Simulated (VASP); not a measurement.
# ScFe: structure and properties in VASP, part 5 of 5

What structure does ScFe take at this level, and what are its properties? The cell is invented: it takes the structure of a Materials Project entry for GaFe (space group 187 there), with some of its atoms replaced by other elements, volume scaled by an estimate. It may not be a known or stable phase.

VASP 6.6.1, plane waves and PAW; the level of theory is named at each step.

Still holding for the runs below: The magnetic state follows from one typed start and may not be the lowest. The k-mesh is coarse for a metal.

So far, moment of the cell, from the last line of the log (μB): step 2 (full relaxation (vdW-DF)) 1.07; step 3 (second relaxation) 0.996; step 4 (density, ELF and potential (vdW-DF)) 0.998; step 5 (band structure (vdW-DF)) 0.998; step 6 (total and projected DOS (vdW-DF)) 1.03. The relaxed cell has a = 3.234, c = 3.835 Å (conventional setting).

**7. Core levels (vdW-DF)**

Level of this step: vdW-DF, spin-polarised from a ferrimagnetic start; plane waves and PAW (Fe, Sc_sv); invented cell (VASP).

ICORELEVEL = 1 prints the core eigenvalues in the potential of the ground state.

Contents of INCAR:

```
SYSTEM = ScFe
PREC = Accurate
ENCUT = 400
EDIFF = 1E-06
NELM = 100
ISMEAR = 0
SIGMA = 0.05
LREAL = .FALSE.
ALGO = Normal
GGA = RE
AGGAC = 0
LUSE_VDW = .TRUE.
LASPH = .TRUE.
ISPIN = 2
MAGMOM = 1.585 -0.388
LMAXMIX = 4
LORBIT = 11
LWAVE = .FALSE.
LCHARG = .FALSE.
ICORELEVEL = 1
```

Contents of POSCAR:

```
ScFe
1.0
    3.2343496747      0.0000000000      0.0000000000
   -1.6171748374      2.8010285150      0.0000000000
    0.0000000000      0.0000000000      3.8346693326
Fe Sc
1 1
Direct
    0.6666666700      0.3333333300      0.0000000000
    0.0000000000      0.0000000000      0.5000000000
```

Contents of KPOINTS:

```
Automatic mesh
0
Gamma
9 9 7
0 0 0
```

Potentials, in the order of the species: Fe and Sc_sv (PBE family, release 64).

Started as:

```sh
$ mpirun -np 1 vasp_std
```

What it wrote:

```text
[... set-up lines as in an earlier step ...]
 entering main loop
       N       E                     dE             d eps       ncg     rms          rms(c)
[... 16 cycles as in an earlier step ...]
   1 F= -.76493247E+01 E0= -.76490176E+01  d E =-.614044E-03  mag=     0.9976
```

The job ended after 56 s (1 MPI rank of Intel Xeon Platinum 8375C at 2.90GHz (Ice Lake), shared host; peak memory 0.3 GiB).

OUTCAR, selected parts (step 7):

```text
   NELECT =      19.0000    total number of electrons

 the core state eigenenergies are
   1-  1s  -6986.3532  2s   -807.2955  2p   -686.0553  3s    -81.3968  3p    -47.5071

   2-  1s  -4385.6245  2s   -463.1120  2p   -377.0146

 E-fermi :   4.3788

Total vdW correction in eV:      3.4069710

Total vdW correction in eV:      3.4069604

[... 26 parts as in an earlier step ...]

[... 2 further parts left out ...]
```

These are scalar-relativistic Kohn-Sham levels of the ground state, with no core hole, so they are not binding energies.

Numbers from this step:

| Item | Value |
| --- | --- |
| SCF cycles | 16 |
| irreducible k-points | 48 |
| free energy (TOTEN) | -7.649 eV |
| Fermi energy | 4.379 eV |
| pressure | -0.2055 GPa |
| moment of the cell, from the last line of the log | 0.9976 μB |

Spin moment in the PAW sphere by atom:

```csv
atom,spin moment in the PAW sphere (μB)
Fe1,1.58
Sc2,-0.39
```

Kohn-Sham core levels. Core levels, by row:

```csv
atom,shell,level below the Fermi level (eV)
Fe1,1s,6991
Fe1,2s,811.7
Fe1,2p,690.4
Fe1,3s,85.78
Fe1,3p,51.89
Sc2,1s,4390
Sc2,2s,467.5
Sc2,2p,381.4
```

**8. Elastic constants (vdW-DF)**

IBRION = 6 with ISIF = 3 strains the cell both ways at fixed fractional positions, and adds the ions' share afterwards from the force constants. Stress converges slowly with the basis, so the cutoff is raised.

Changes to INCAR since step 7:

```diff
@@ -2,4 +2,4 @@
 PREC = Accurate
-ENCUT = 400
-EDIFF = 1E-06
+ENCUT = 500
+EDIFF = 1E-07
 NELM = 100
@@ -19,2 +19,6 @@
 LCHARG = .FALSE.
-ICORELEVEL = 1
+IBRION = 6
+NFREE = 2
+POTIM = 0.015
+ISIF = 3
+NSW = 1
```

POSCAR is that of step 7.

KPOINTS is that of step 7.

Started as:

```sh
$ mpirun -np 1 vasp_std
```

What it wrote:

```text
[... set-up lines as in an earlier step ...]
 entering main loop
       N       E                     dE             d eps       ncg     rms          rms(c)
DAV:   1     0.213881067038E+03    0.21388E+03   -0.89772E+03  2688   0.148E+03
DAV:   2     0.449924259757E+00   -0.21343E+03   -0.20840E+03  2834   0.489E+02
DAV:   3    -0.829612728202E+01   -0.87461E+01   -0.84200E+01  3948   0.122E+02
DAV:   4    -0.850216326362E+01   -0.20604E+00   -0.20411E+00  3704   0.157E+01
[...]
DAV:  15    -0.764915173387E+01   -0.15994E-05   -0.35985E-06  3810   0.213E-02    0.411E-03
DAV:  16    -0.764915199946E+01   -0.26559E-06   -0.32247E-07  2700   0.669E-03    0.171E-03
DAV:  17    -0.764915209888E+01   -0.99421E-07   -0.11253E-07  1954   0.502E-03
   1 F= -.76491521E+01 E0= -.76488447E+01  d E =-.614748E-03  mag=     0.9977
[... from here on, the cycles between the ionic steps are left out ...]
   2 F= -.76466084E+01 E0= -.76461717E+01  d E =-.873380E-03  mag=     1.0140
   3 F= -.76472468E+01 E0= -.76468081E+01  d E =-.877477E-03  mag=     0.9728
   4 F= -.76465279E+01 E0= -.76460733E+01  d E =-.909266E-03  mag=     1.0096
   5 F= -.76472078E+01 E0= -.76466701E+01  d E =-.107550E-02  mag=     0.9698
   6 F= -.76455016E+01 E0= -.76451978E+01  d E =-.607684E-03  mag=     1.0065
   7 F= -.76440250E+01 E0= -.76434882E+01  d E =-.107367E-02  mag=     0.9852
   8 F= -.76486896E+01 E0= -.76482781E+01  d E =-.822928E-03  mag=     0.9937
   9 F= -.76486903E+01 E0= -.76482788E+01  d E =-.822991E-03  mag=     0.9937
  10 F= -.76482770E+01 E0= -.76479627E+01  d E =-.628514E-03  mag=     0.9978
  11 F= -.76482770E+01 E0= -.76479627E+01  d E =-.628518E-03  mag=     0.9978
  12 F= -.76482865E+01 E0= -.76479720E+01  d E =-.629119E-03  mag=     0.9978
  13 F= -.76482864E+01 E0= -.76479718E+01  d E =-.629141E-03  mag=     0.9978
  14 F= -.76488111E+01 E0= -.76485015E+01  d E =-.619275E-03  mag=     0.9975
[...]
hard stop encountered!  aborting job ...
[...]
|     The electronic self-consistency was not achieved in the given           |
[...]
soft stop encountered!  aborting job ...
  15 F= -.76488009E+01 E0= -.76484929E+01  d E =-.615877E-03  mag=     0.9976
 deleting file STOPCAR
```

Wall time 20 min (1 MPI rank); peak memory 0.46 GiB.

The run was stopped at its time limit, by a STOPCAR file.

More ranks or a longer limit would be the way on.

**9. What came out**

| Property | Result |
| --- | --- |
| relaxed volume | 17.37 Å³/atom |
| relaxed conventional cell a, b, c | 3.234, 3.234, 3.835 Å; angles 90.0, 90.0, 120.0° |
| space group after relaxing, within 0.02 Å | P-6m2 (No. 187) |
| moment of the cell (9×9×7 mesh) | 0.998 μB |
| largest site moment (9×9×7 mesh) | 1.58 μB on Fe1 |
| band gap | none, a metal |
| DOS at the Fermi level | 0.940 states/eV/cell |
| shallowest level of the frozen cores | Fe1 3p, 51.9 eV deep |

With vdW-DF, ScFe relaxes to 17.37 Å³/atom in space group P-6m2, comes out as a metal and keeps moments of up to 1.58 μB (9×9×7 mesh). Not obtained: elastic constants (vdW-DF), because the run hit its time limit. Band structure (vdW-DF), spin up: Of the bands kept, 2 cross the Fermi level on this path. Band structure (vdW-DF), spin down: Of the bands kept, 2 cross the Fermi level on this path. The k-sampling is coarse for a metal, so the Fermi level, moments, pressures and the shape of the cell carry errors. Only the typed magnetic starts were tried, so the magnetic ground state may differ and with it the other results. No search among competing phases was made. All values are for a static lattice at zero temperature.

[Lines on the potential files, build, host, timing and source positions are cut from VASP's logs without a mark.]

[Logs are printed without paths, hosts, clocks, repeated set-up lines and the standing remarks that a program may print on its own settings, such as how far it seeks lower states.]

[Hosts, paths, dates, database ids (printed as entryN), source tags and the programs' standing remarks are cut or masked in the printed files.]

[A measured line is paired with the nearest computed mode of its activity, which favours agreement.]
